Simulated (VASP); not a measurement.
Level of theory: TPSS meta-GGA, VASP's PBE PAW potentials (set 64) (plane waves; VASP).

VASP input:

File POSCAR:
```
Pd atom
1
   12.0000000000     0.0000000000     0.0000000000
    0.0000000000    12.5000000000     0.0000000000
    0.0000000000     0.0000000000    13.0000000000
Pd
1
Direct
  0.0000000000   0.0000000000   0.0000000000
```

### KPOINTS
```
Automatic mesh
0
Gamma
1 1 1
0 0 0
```

### INCAR
```
SYSTEM=Pd atom
PREC=Normal; ENCUT=520; LREAL=.False.
LASPH=.True.; ISYM=0
EDIFF=1E-6; NELM=200; ALGO=All
LMAXMIX=4; LMIXTAU=.True.
ISMEAR=0; SIGMA=0.01
METAGGA=TPSS
ISPIN=2; MAGMOM=0; NUPDOWN=0
LWAVE=.False.; LCHARG=.False.; LORBIT=10
```

POTCAR, in this order: Pd (PBE.64 set). Program: vasp_gam. Read from the step before: WAVECAR.

Output

**OUTCAR**
```
 ion  position               nearest neighbor table
   1  0.000  0.000  0.000-
 Subroutine IBZKPT returns following result:
 Found      1 irreducible k-points:

 Following reciprocal coordinates:
            Coordinates               Weight
  0.000000  0.000000  0.000000      1.000000
   k-points           NKPTS =      1   k-points in BZ     NKDIM =      1   number of bands    NBANDS=      9
   number of dos      NEDOS =    301   number of ions     NIONS =      1
   total plane-waves  NPLWV = 392000
   dimension x,y,z NGX =    70 NGY =   70 NGZ =   80
   dimension x,y,z NGXF=   140 NGYF=  140 NGZF=  160
   ions per type =               1
   PREC   = normal    normal or accurate (medium, high low for compatibility)
   ISTART =      1    job   : 0-new  1-cont  2-samecut
   ICHARG =      0    charge: 1-file 2-atom 10-const
   ISPIN  =      2    spin polarized calculation?
   LNONCOLLINEAR =      F non collinear calculations
   LSORBIT =      F    spin-orbit coupling
   INIWAV =      1    electr: 0-lowe 1-rand  2-diag
   ENCUT  =  520.0 eV  38.22 Ry    6.18 a.u.  22.31 23.24 24.17*2*pi/ulx,y,z
   NELM   =    200;   NELMIN=  2; NELMDL=  0     # of ELM steps
   EDIFF  = 0.1E-05   stopping-criterion for ELM
   LREAL  =      F    real-space projection
   NLSPLINE    = F    spline interpolate recip. space projectors
   LMAXMIX     =    4 max onsite mixed and CHGCAR
   VOSKOWN=      0    Vosko Wilk Nusair interpolation
   EDIFFG = 0.1E-04   stopping-criterion for IOM
   NSW    =      0    number of steps for IOM
   NBLOCK =      1;   KBLOCK =      1    inner block; outer block
   IBRION =     -1    ionic relax: 0-MD 1-quasi-New 2-CG
   NFREE  =      0    steps in history (QN), initial steepest desc. (CG)
   ISIF   =      2    stress and relaxation
   ISYM   =      0    0-nonsym 1-usesym 2-fastsym
   TEIN   =    0.0    initial temperature
   TEBEG  =    0.0;   TEEND  =   0.0 temperature during run
   SMASS  =  -3.00    Nose mass-parameter (am)
   PSTRESS=    0.0 pullay stress
   NELECT =      10.0000    total number of electrons
   EFERMI =   0.00;   METHOD = LEGACY
   ISMEAR =     0;   SIGMA  =   0.01  broadening in eV -4-tet -1-fermi 0-gaus
   IALGO  =     58    algorithm
   LDIAG  =      T    sub-space diagonalisation (order eigenvalues)
   IMIX   =      4    mixing-type and parameters
     AMIX     =   0.40;   BMIX     =  1.00
     AMIX_MAG =   1.60;   BMIX_MAG =  1.00
     AMIN     =   0.10
   METAGGA = TPSS    functional components
   VOSKOWN =     0    Vosko Wilk Nusair interpolation
   LHFCALC =     F    Hartree Fock is set to
   LHFONE  =     F    Hartree Fock one center treatment
   AEXX    =    0.0000 exact exchange contribution
   IVDW    =     0    specifies the selected vdW correction
   LEPSILON=     F    determine dielectric tensor
   LRPA    =     F    only Hartree local field effects (RPA)
  energy-cutoff  :      520.00
  volume of cell :     1950.00
      direct lattice vectors                 reciprocal lattice vectors
    12.000000000  0.000000000  0.000000000     0.083333333  0.000000000  0.000000000
     0.000000000 12.500000000  0.000000000     0.000000000  0.080000000  0.000000000
     0.000000000  0.000000000 13.000000000     0.000000000  0.000000000  0.076923077
 k-point     1 :   0.0000 0.0000 0.0000  plane waves:   26244
 maximum number of plane-waves:     26244
```

### OSZICAR
```
       N       E                     dE             d eps       ncg     rms           ort
SDA:   1    -0.967235003053E+01   -0.96724E+01    0.00000E+00     9   0.195E-01   0.000E+00
CGA:   2    -0.967572623668E+01   -0.33762E-02   -0.33743E-02     9   0.522E-02  -0.116E-03
CGA:   3    -0.967766586203E+01   -0.19396E-02   -0.19278E-02     9   0.200E-03   0.686E-04
CGA:   4    -0.967775521459E+01   -0.89353E-04   -0.91943E-04     9   0.114E-04  -0.108E-04
CGA:   5    -0.967775916615E+01   -0.39516E-05   -0.40683E-05     9   0.755E-06  -0.838E-06
SDA:   6    -0.967775925025E+01   -0.84100E-07   -0.11445E-06     9   0.225E-06   0.340E-06
   1 F= -.96777593E+01 E0= -.96777593E+01  d E =-.253580E-11  mag=     0.0000
```

**OUTCAR**
```
------------------------ aborting loop because EDIFF is reached ----------------------------------------
  FORCE on cell =-STRESS in cart. coord.  units (eV):
  Direction    XX          YY          ZZ          XY          YZ          ZX
  --------------------------------------------------------------------------------------
  Total       -0.0070571     -0.0044081     -0.0053176      0.0000001      0.0000003      0.0000002
  in kB       -0.0057984     -0.0036218     -0.0043691      0.0000001      0.0000003      0.0000002
  external PRESSURE =      -0.0045964 kB  Pullay stress =       0.0000000 kB
  volume of cell :     1950.00
      direct lattice vectors                 reciprocal lattice vectors
    12.000000000  0.000000000  0.000000000     0.083333333  0.000000000  0.000000000
     0.000000000 12.500000000  0.000000000     0.000000000  0.080000000  0.000000000
     0.000000000  0.000000000 13.000000000     0.000000000  0.000000000  0.076923077
 POSITION                                       TOTAL-FORCE (eV/Angst)
 -----------------------------------------------------------------------------------
      0.00000      0.00000      0.00000        -0.000000     -0.000000      0.000000
 -----------------------------------------------------------------------------------
    total drift:                               -0.000000     -0.000000      0.000000
  FREE ENERGIE OF THE ION-ELECTRON SYSTEM (eV)
  ---------------------------------------------------
  free  energy   TOTEN  =        -9.6777592502 eV

  energy  without entropy=       -9.6777592502  energy(sigma->0) =       -9.67775925

 total charge

# of ion       s       p       d       tot
------------------------------------------
    1        0.000   0.000   9.180   9.180

 magnetization (x)

# of ion       s       p       d       tot
------------------------------------------
    1       -0.000   0.000   0.000   0.000
```
(Selected blocks of OUTCAR.)

The atom may not be in its lowest state.

The cell is a free atom in a box.
